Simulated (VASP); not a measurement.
A convergence study with VASP on MoP (space group P-6m2): one setting is varied, all else stays as given below, so the limit is that of these other settings. Each run relaxes cell and ions from the cell shown.

```yaml
crystal:
  lattice:
    - [3.23476, 0.00000, 0.00000]
    - [-1.61738, 2.80138, 0.00000]
    - [0.00000, 0.00000, 3.18228]
  atoms:
    - { symbol: Mo, position: [0.00000, 0.00000, 0.00000] }
    - { symbol: P, position: [0.33333, 0.66667, 0.50000] }
```

Computed with PBE GGA, VASP's PBE PAW potentials (set 64) (plane waves; VASP 6.6.1). The tightest run used: 550 eV cut-off, 18×18×16 Γ-centred mesh, first-order Methfessel-Paxton smearing of 0.10 eV, potentials Mo_sv P.

Problem. The settings run are 2×2×2 mesh; 3×3×3 mesh; 4×4×3 mesh; 5×5×4 mesh; 6×6×5 mesh; 7×7×6 mesh; 8×8×7 mesh; 9×9×8 mesh; 10×10×9 mesh; 11×11×10 mesh; 12×12×10 mesh; 13×13×11 mesh; 14×14×12 mesh; 15×15×13 mesh; 16×16×14 mesh; 17×17×15 mesh; 18×18×16 mesh. From which on does the relaxed volume stay within 0.02 Å³/atom of the tightest run?

Solution. From 6×6×5 mesh on: it is off by 0.015 there and by no more than 0.02 in any finer run, while 5×5×4 mesh is off by 0.030.
```
setting        relaxed volume (Å³/atom)  E (eV/atom)  irreducible k-points  difference judged (Å³/atom)
-------------  ------------------------  -----------  --------------------  ---------------------------
2×2×2 mesh                       15.084      -8.3624                     4                        0.550
3×3×3 mesh                       14.853      -8.6193                     6                        0.319
4×4×3 mesh                       14.599      -8.8095                     8                        0.065
5×5×4 mesh                       14.504      -8.8382                    15                        0.030
6×6×5 mesh                       14.549      -8.8329                    21                        0.015
7×7×6 mesh                       14.538      -8.8388                    32                        0.004
8×8×7 mesh                       14.524      -8.8378                    40                        0.010
9×9×8 mesh                       14.535      -8.8328                    60                        0.001
10×10×9 mesh                     14.531      -8.8373                    70                        0.003
11×11×10 mesh                    14.533      -8.8347                    96                        0.001
12×12×10 mesh                    14.533      -8.8333                   114                        0.001
13×13×11 mesh                    14.537      -8.8335                   126                        0.003
14×14×12 mesh                    14.537      -8.8346                   168                        0.003
15×15×13 mesh                    14.536      -8.8331                   189                        0.002
16×16×14 mesh                    14.538      -8.8342                   240                        0.004
17×17×15 mesh                    14.533      -8.8347                   264                        0.001
18×18×16 mesh                    14.534      -8.8343                   333                        0.000
```

Left out are rungs that failed or repeat a setting and relaxations that didn't move; long series are thinned to 24 rows.

The structure comes from a computed database's MoP entry (P-6m2); how it stands against other phases isn't given here. The electron count is odd and the run is not spin-polarised, which forces a metal.
